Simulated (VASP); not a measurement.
OSZICAR of a VASP run on Ag (space group Fm-3m):

File OSZICAR:
```
       N       E                     dE             d eps       ncg     rms          rms(c)
DAV:   1     0.321046329596E+02    0.32105E+02   -0.49110E+03  2080   0.890E+02
DAV:   2    -0.387181705227E+01   -0.35976E+02   -0.34015E+02  1920   0.178E+02
DAV:   3    -0.411258154387E+01   -0.24076E+00   -0.24072E+00  2284   0.178E+01
DAV:   4    -0.411296251105E+01   -0.38097E-03   -0.38096E-03  2103   0.642E-01
DAV:   5    -0.411296477475E+01   -0.22637E-05   -0.22642E-05  2142   0.448E-02    0.649E+00
DAV:   6    -0.380089612376E+01    0.31207E+00   -0.14522E+00  1904   0.130E+01    0.395E+00
DAV:   7    -0.378717716908E+01    0.13719E-01   -0.13019E-02  2010   0.116E+00    0.214E+00
DAV:   8    -0.378205387121E+01    0.51233E-02   -0.94719E-04  1920   0.322E-01    0.766E-02
DAV:   9    -0.378206607765E+01   -0.12206E-04   -0.84636E-06  2221   0.243E-02    0.908E-03
DAV:  10    -0.378206628958E+01   -0.21192E-06   -0.19328E-06  1953   0.132E-02
   1 F= -.37820663E+01 E0= -.37821207E+01  d E =-.378207E+01
       N       E                     dE             d eps       ncg     rms          rms(c)
DAV:   1    -0.378591850619E+01   -0.38524E-02   -0.73420E-02  1899   0.335E+00    0.393E-01
DAV:   2    -0.378217411226E+01    0.37444E-02   -0.16777E-02  1895   0.142E+00    0.125E-01
DAV:   3    -0.378208167095E+01    0.92441E-04   -0.20342E-04  1955   0.143E-01    0.811E-02
DAV:   4    -0.378205730113E+01    0.24370E-04   -0.33523E-05  1979   0.481E-02    0.447E-03
DAV:   5    -0.378205734230E+01   -0.41167E-07   -0.24005E-07  1284   0.557E-03
   2 F= -.37820573E+01 E0= -.37821078E+01  d E =0.894728E-05
       N       E                     dE             d eps       ncg     rms          rms(c)
DAV:   1    -0.378321964433E+01   -0.11623E-02   -0.21209E-02  1897   0.181E+00    0.211E-01
DAV:   2    -0.378214366674E+01    0.10760E-02   -0.47629E-03  1893   0.757E-01    0.689E-02
DAV:   3    -0.378211571698E+01    0.27950E-04   -0.63076E-05  1943   0.800E-02    0.449E-02
DAV:   4    -0.378210853502E+01    0.71820E-05   -0.96153E-06  1988   0.262E-02    0.205E-03
DAV:   5    -0.378210854160E+01   -0.65752E-08   -0.99940E-08  1006   0.350E-03
   3 F= -.37821085E+01 E0= -.37821609E+01  d E =-.422520E-04
```

### Question
Which electronic solver shows in the log?

### Answer
It is blocked Davidson (ALGO = Normal, or the opening steps of other solvers). The INCAR had ALGO = Normal.

### Question
Can the final energy be trusted as converged?

### Answer
The run converged. It stopped with EDIFF = 1E-6, NELM = 100, NSW = 60 and EDIFFG = -0.01 after 3 ionic steps (LDA (Ceperley-Alder, Perdew-Zunger), plane waves, VASP's LDA PAW potentials (set 64)).

The structure comes from a computed database's Ag entry (Fm-3m); how it stands against other phases isn't given here. This run relaxes it. Symmetry was kept, so distortions that lower it aren't found. The start is the result of an earlier pass.
